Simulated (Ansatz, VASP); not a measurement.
# Cross-check of C (Diamond) between VASP and Ansatz

Aim: how closely do two programs agree when they are given the same cell, functional and k mesh? The structure shown comes from an earlier Ansatz run, which isn't shown and may have moved the atoms alone.

Calculated with Ansatz 0.2.0; plane waves, with VASP 6.6.1 beside it; elastic constants at PBE.

### 1. Starting point

The structure is cubic, space group Fd-3m (No. 227). Conventional cell: a = 3.567 Å, b = 3.567 Å, c = 3.567 Å, α = 90.00°, β = 90.00°, γ = 90.00°. Nearest to C lie 4 C at 1.54 Å.

As a file:

```cif
data_structure
_symmetry_space_group_name_H-M 'Fd-3m:1'
_symmetry_Int_Tables_number 227
_cell_length_a 3.5667
_cell_length_b 3.5667
_cell_length_c 3.5667
_cell_angle_alpha 90.000
_cell_angle_beta 90.000
_cell_angle_gamma 90.000
_cell_volume 45.37
loop_
_atom_site_label
_atom_site_type_symbol
_atom_site_symmetry_multiplicity
_atom_site_Wyckoff_symbol
_atom_site_fract_x
_atom_site_fract_y
_atom_site_fract_z
_atom_site_occupancy
C1 C 8 b 0.00000 0.00000 0.50000 1
```

### 2. Ansatz: elastic constants, PBE

Ansatz runs on its default PAW (the set named soft_2) files.

Elastic constants are differences of stresses under small strains, so they test the stress and the mesh.

input.yaml

```yaml
crystal:
  lattice:
    - [0.0, 1.78337, 1.78337]
    - [1.78337, 0.0, 1.78337]
    - [1.78337, 1.78337, 0.0]
  atoms:
    - { symbol: C, position: [0.0, 0.0, 0.0] }
    - { symbol: C, position: [0.25, 0.25, 0.25] }
kpoints:
  mp_grid: { grid: [10, 10, 10] }
hamiltonian:
  xc: pbe
scf:
  occupations: { method: fixed }
output:
  forces: true
  stress: true
  eigenvalues: true
elastic:
  mode: relaxed_ion
  stencil: two_point
```

Run with:

```sh
ansatz run input.yaml --threads 4 --pin off --max-ram 14336MiB --backend cpu --events-out ev --progress --plain --runs-dir out
```

Numbers of over 12 decimals in the logs are rounded to 6 here.

The program printed:

```text
Engine: ansatz 0.2.0, aarch64-unknown-linux-gnu
Pseudopotentials: kind: paw
Pseudopotential: C, paw, valence charge 4, recommended cutoff 420 eV (normal), C.paw.azcp
Functional definition: PBE
  parameter kappa = 0.804
  parameter beta = 0.066725
  exchange = pbe_x(kappa = kappa, mu = beta*pi^2/3)
  correlation = pbe_c(beta = beta)
Crystal: 2 atoms, lattice volume = 11.344 Å³
Basis set: ecut = 420 eV, 229 PW (Γ), exchange–correlation on 36×36×36 points (8 copies of the dense FFT grid, shifted against one another)
Bands: 8, of which v1, the nominal top of the filled ones, is band 4 counted from 1 (3 counted from 0)
Symmetry: 48 space group operations
Space group: Fd-3m (ITA 227), of the structure as read, at distance tolerance 2.2e-5 Å
k-points: 47 of 1000
Non-local potential: C, projectors of the file, l = 0: 2, l = 1: 2, l = 2: 1
PAW form: soft (Blöchl's): semilocal exchange-correlation on the pseudo side does not see the compensation charge
PAW one-centre angular grid: C, 110 points (default); XC on 64 Gauss nodes
Initial density: superposition of atomic densities (neutral atoms: chi_scale 0, normalization atom), corrected by the library's trained network
Initial wavefunctions: pseudopotential atomic-orbital guess
Functional: x = pbe(κ = 0.804, μ = 0.219515), c = pbe(β = 0.066725)
SCF iter   1: F=—  HF=-501.615245 eV  |F-HF|=—  |Δ(HF+E_count)|=         —  Δρ=1.77e-3  dr2=9.60e-5  ethr=1.77e-3  ⟨swp⟩=3.9  Hψ=2240  notcnv=0  defer=69
preconditioner: auto → none  [insulator: Δε(μ)=4.187 eV  Ē_g=19.631 eV  n_scr=0 (ndim 8)  ℏωp=31.2 eV  f_vac=0.000  ε∞_Penn≈3.5]
SCF iter   2: F=—  HF=-501.615272 eV  |F-HF|=—  |Δ(HF+E_count)|=   2.71e-5  Δρ=8.81e-4  dr2=2.10e-5  ethr=1.20e-6  ⟨swp⟩=2.3  Hψ=948  notcnv=0  defer=83
SCF iter   3: F=—  HF=-501.615326 eV  |F-HF|=—  |Δ(HF+E_count)|=   5.38e-5  Δρ=8.88e-5  dr2=5.95e-7  ethr=2.62e-7  ⟨swp⟩=2.2  Hψ=603  notcnv=0  defer=69
SCF iter   4: F=—  HF=-501.615326 eV  |F-HF|=—  |Δ(HF+E_count)|=   3.65e-7  Δρ=2.59e-5  dr2=4.27e-8  ethr=7.44e-9  ⟨swp⟩=2.0  Hψ=562  notcnv=0
SCF iter   5: F=—  HF=-501.615326 eV  |F-HF|=—  |Δ(HF+E_count)|=  2.63e-10  Δρ=6.39e-6  dr2=2.70e-9  ethr=5.34e-10  ⟨swp⟩=2.1  Hψ=566  notcnv=0
SCF iter   6: F=—  HF=-501.615326 eV  |F-HF|=—  |Δ(HF+E_count)|=  1.63e-10  Δρ=8.45e-7  dr2=5.07e-11  ethr=3.37e-11  ⟨swp⟩=2.6  Hψ=576  notcnv=0
SCF iter   7: F=—  HF=-501.615326 eV  |F-HF|=—  |Δ(HF+E_count)|=  8.07e-12  Δρ=8.80e-8  dr2=6.12e-13  ethr=6.33e-13 (applied; sched 1.00e-12)  ⟨swp⟩=2.4  Hψ=578  notcnv=0
SCF iter   8: F=-501.615326 eV  HF=-501.615326 eV  |F-HF|=0.00e0  |Δ(HF+E_count)|=    0.00e0  Δρ=8.81e-9  dr2=6.49e-15  ethr=1.00e-12  ⟨swp⟩=5.5  Hψ=1723  notcnv=0
SCF 1 converged in 8 iterations: F = -501.615326 eV  dr2 = 6.49e-15
  greatest PAW one-centre occupation: 0.644 electrons in one spin orbital (limit 2), on the C atom at site 1 (counted from 0), in its partial waves of l = 0
Crystal: 2 atoms, lattice volume = 11.321 Å³
Symmetry: 16 space group operations
k-points: 102 of 1000
Initial density: handed on by an earlier stage of this run
Initial wavefunctions: those handed on with the density
iter 1 solved again at ethr=3.34e-7 eV; its pass at ethr=3.10e-3 eV (dr2=2.67e-5 eV) is discarded
SCF iter   1: F=—  HF=-501.615031 eV  |F-HF|=—  |Δ(HF+E_count)|=         —  Δρ=5.35e-4  dr2=2.59e-5  ethr=3.34e-7  ⟨swp⟩=2.3  Hψ=5610  notcnv=0  defer=168
preconditioner: auto → none  [insulator: Δε(μ)=4.133 eV  Ē_g=19.659 eV  n_scr=0 (ndim 8)  ℏωp=31.2 eV  f_vac=0.000  ε∞_Penn≈3.5]
SCF iter   2: F=—  HF=-501.615024 eV  |F-HF|=—  |Δ(HF+E_count)|=   6.92e-6  Δρ=2.01e-4  dr2=3.57e-6  ethr=3.24e-7  ⟨swp⟩=2.0  Hψ=1208  notcnv=0  defer=71
SCF iter   3: F=—  HF=-501.615024 eV  |F-HF|=—  |Δ(HF+E_count)|=   1.47e-7  Δρ=2.12e-5  dr2=1.55e-8  ethr=4.47e-8  ⟨swp⟩=2.0  Hψ=1224  notcnv=0
SCF iter   4: F=—  HF=-501.615025 eV  |F-HF|=—  |Δ(HF+E_count)|=   3.16e-7  Δρ=5.61e-7  dr2=8.98e-12  ethr=1.94e-10  ⟨swp⟩=2.4  Hψ=1187  notcnv=0
SCF iter   5: F=—  HF=-501.615025 eV  |F-HF|=—  |Δ(HF+E_count)|=  2.60e-11  Δρ=8.95e-8  dr2=2.33e-13  ethr=1.00e-12  ⟨swp⟩=5.1  Hψ=2834  notcnv=0
SCF iter   6: F=-501.615025 eV  HF=-501.615025 eV  |F-HF|=1.14e-13  |Δ(HF+E_count)|=  2.27e-13  Δρ=6.28e-9  dr2=1.25e-15  ethr=1.00e-12  ⟨swp⟩=4.0  Hψ=2393  notcnv=0
SCF 2 converged in 6 iterations: F = -501.615025 eV  dr2 = 1.25e-15
Crystal: 2 atoms, lattice volume = 11.366 Å³
iter 1 solved again at ethr=7.51e-11 eV; its pass at ethr=3.10e-3 eV (dr2=6.01e-9 eV) is discarded
SCF iter   1: F=—  HF=-501.615461 eV  |F-HF|=—  |Δ(HF+E_count)|=         —  Δρ=1.94e-5  dr2=6.45e-9  ethr=7.51e-11  ⟨swp⟩=1.8  Hψ=5630  notcnv=0  defer=114
preconditioner: auto → none  [insulator: Δε(μ)=4.148 eV  Ē_g=19.600 eV  n_scr=0 (ndim 8)  ℏωp=31.2 eV  f_vac=0.000  ε∞_Penn≈3.5]
[...]
SCF iter   2: F=—  HF=-501.615300 eV  |F-HF|=—  |Δ(HF+E_count)|=   3.34e-7  Δρ=6.20e-6  dr2=1.75e-9  ethr=1.49e-10  ⟨swp⟩=1.9  Hψ=1866  notcnv=0
SCF iter   3: F=—  HF=-501.615300 eV  |F-HF|=—  |Δ(HF+E_count)|=  3.05e-10  Δρ=7.32e-7  dr2=1.82e-11  ethr=2.19e-11  ⟨swp⟩=2.2  Hψ=1959  notcnv=0
SCF iter   4: F=-501.615300 eV  HF=-501.615300 eV  |F-HF|=1.14e-13  |Δ(HF+E_count)|=  7.96e-12  Δρ=1.22e-8  dr2=4.20e-15  ethr=1.00e-12  ⟨swp⟩=3.5  Hψ=4937  notcnv=0
SCF 5 converged in 4 iterations: F = -501.615300 eV  dr2 = 4.20e-15
relax step   2: F+E_penalty+E_count = -501.61529958 eV  Δ(F+E_penalty+E_count) = -3.477e-7 eV  max|allowed force component| = 2.927e-3 eV/Å  Δτ_max = 0.0000 Å  (4 SCF iters, accepted)
[...]
relax step   3: F+E_penalty+E_count = -501.61529968 eV  Δ(F+E_penalty+E_count) = -9.761e-8 eV  max|allowed force component| = 1.154e-3 eV/Å  Δτ_max = 0.0001 Å  (4 SCF iters, accepted)
[...]
relax step   4: F+E_penalty+E_count = -501.61529969 eV  Δ(F+E_penalty+E_count) = -1.798e-8 eV  max|allowed force component| = 1.612e-7 eV/Å  Δτ_max = 0.0000 Å  (4 SCF iters, accepted)
[...]
relax step   1: F+E_penalty+E_count = -501.61529923 eV  Δ(F+E_penalty+E_count) = +0.000e0 eV  max|allowed force component| = 5.859e-3 eV/Å  Δτ_max = 0.0000 Å  (6 SCF iters, accepted)
[...]
relax step   2: F+E_penalty+E_count = -501.61529969 eV  Δ(F+E_penalty+E_count) = -4.633e-7 eV  max|allowed force component| = 1.237e-6 eV/Å  Δτ_max = 0.0001 Å  (4 SCF iters, accepted)
iter 1 solved again at ethr=1.00e-12 eV; its pass at ethr=3.10e-3 eV (dr2=1.74e-14 eV) is discarded
SCF iter   1: F=—  HF=-501.615299 eV  |F-HF|=—  |Δ(HF+E_count)|=         —  Δρ=2.45e-8  dr2=1.61e-14  ethr=1.00e-12  ⟨swp⟩=1.0  Hψ=8959  notcnv=0
SCF iter   2: F=-501.615300 eV  HF=-501.615300 eV  |F-HF|=5.68e-14  |Δ(HF+E_count)|=   3.38e-7  Δρ=1.29e-8  dr2=4.45e-15  ethr=1.00e-12  ⟨swp⟩=4.0  Hψ=4061  notcnv=0
SCF 11 converged in 2 iterations: F = -501.615300 eV  dr2 = 4.45e-15
SCF converged after 8 iterations
Free energy (F): -501.615326 eV
Harris-Foulkes:  -501.615326 eV  (|F-HF|=0.00e0)
Internal energy: -501.615326 eV  (E = F + TS)
E sigma→0 (E₀):  -501.615326 eV
Fermi energy:    13.316485 eV
--- Per-component energies (eV) ---
  E_band       = 34.706883
  E_kinetic    = 184.537302
  E_local      = -122.400153  (includes V_loc(G=0)·N_el)
  E_nonlocal   = 53.315126
  E_hartree    = 26.768674
  E_xc         = -97.431625
  E_vxc        = -120.957413  (∫ρ·V_xc dr)
  E_paw        = -198.443305  (= ΣΔE_a)
  E_vpaw       = -13.325345  (= ΣTr[D̂ρ^β])
  E_aug_tail   = 0.000018  (compensation charges beyond the density's cutoff)
  E_ewald      = -347.961363
  E_smearing   = -0.000000  (= −TS)
  E_closure    = -0.000000  (closes the sum)
  Σ components = -501.615326   (vs F -501.615326, Δ=0.00e0)
--- Forces (eV/Å), atoms counted from 1 ---
  atom   1  C     -0.00000000     0.00000000     0.00000000
  atom   2  C      0.00000000     0.00000000    -0.00000000
  max |Σ_I F_I| component: 3.70e-17 eV/Å
--- Stress (GPa, compression-positive) ---
        1.764764       0.000000       0.000000
        0.000000       1.764764       0.000000
       -0.000000       0.000000       1.764764
  P = ⅓ Tr σ = 1.7648 GPa (17.648 kbar)
--- Band table (eV; the first three rows and the last of 47) ---
  k-point 0: bands = ["-8.1626", "13.3165", "13.3165", "13.3165", "18.9104", "18.9104", "18.9104", "26.5945"]
  k-point 1: bands = ["-7.8859", "11.6392", "12.8694", "12.8694", "19.4968", "19.4968", "19.8533", "26.8340"]
  k-point 2: bands = ["-7.0609", "8.4335", "11.9903", "11.9903", "20.6264", "20.6264", "21.0534", "27.5001"]
  k-point 46: bands = ["1.2391", "1.2391", "5.1889", "5.1889", "22.6935", "22.6935", "26.7978", "26.7978"]
--- Elastic constants: 2 strain directions × 2 members + reference (group order 48) ---
  dense FFT box of the reference and of every strained cell: 18×18×18
  strains applied: 11, 23; error gains: componentwise 1.00 (the most a stress slope's error grows in a printed constant), spectral 1.73 (1 for all six strains in a standard setting)
  C = ∂σ_k/∂η_j (tension-positive GPa; Voigt order 11 22 33 23 13 12):
      1063.639    130.703    130.703      0.000      0.000      0.000
       130.703   1063.639    130.703      0.000      0.000     -0.000
       130.703    130.703   1063.639      0.000     -0.000      0.000
         0.000     -0.000     -0.000    564.629     -0.000      0.000
         0.000      0.000     -0.000      0.000    564.629      0.000
        -0.000      0.000      0.000      0.000     -0.000    564.629
  reference stress σ⁰ (GPa):     -1.765     -1.765     -1.765     -0.000      0.000     -0.000
  C* (energy form; C + prestress term) asymmetry max|C*_kj − C*_jk| = 2.842e-14 GPa — a small one proves nothing (zero by symmetry where the batch's group is 432, −43m or m−3m); a large one is finite-difference/SCF noise where every solve meets its electron count
  moduli (Voigt/Reuss/Hill, GPa): K = 441.68/441.68/441.68   G = 525.36/520.79/523.08   E = 1125.09   ν = 0.075
  mechanically stable: yes (min eigenvalue of sym C = 564.63 GPa)
  strain η (Voigt 11):  stress-route row diagonal C_11 = 1063.64 GPa, energy-path curvature d²(F+E_count+ΔE)/dδ²/Ω₀ = 1062.00 GPa
         δ    σ_11 (GPa)             F (eV)   n_scf  n_hpsi   n_pw
    -2.000e-3      -3.9019        -501.6150246       6   15626    229   relax 0 steps, max|allowed force component| 2.22e-16 eV/Å
     2.000e-3       0.3527        -501.6154618       4   12443    229   relax 0 steps, max|allowed force component| 2.22e-16 eV/Å
  strain η (Voigt 23):  stress-route row diagonal C_44 = 564.63 GPa, energy-path curvature d²(F+E_count+ΔE)/dδ²/Ω₀ = 564.68 GPa
         δ    σ_23 (GPa)             F (eV)   n_scf  n_hpsi   n_pw
    -2.000e-3      -1.1293        -501.6152997       2   14963    229   relax 4 steps, max|allowed force component| 1.61e-7 eV/Å
     2.000e-3       1.1293        -501.6152997       2   14962    229   relax 2 steps, max|allowed force component| 1.24e-6 eV/Å
```

The column dr2 measures how far the density is from self-consistency, as an energy; F and HF (Harris–Foulkes) agree once it is small.

(Part 1 of 2 ends here.)

[Lines on the potential files, build, host, timing and source positions are cut from VASP's logs without a mark.]

[Logs are printed without paths, hosts, clocks, repeated set-up lines and the standing remarks that a program may print on its own settings, such as how far it seeks lower states.]

[Hosts, paths, dates, database ids (printed as entryN), source tags and the programs' standing remarks are cut or masked in the printed files.]
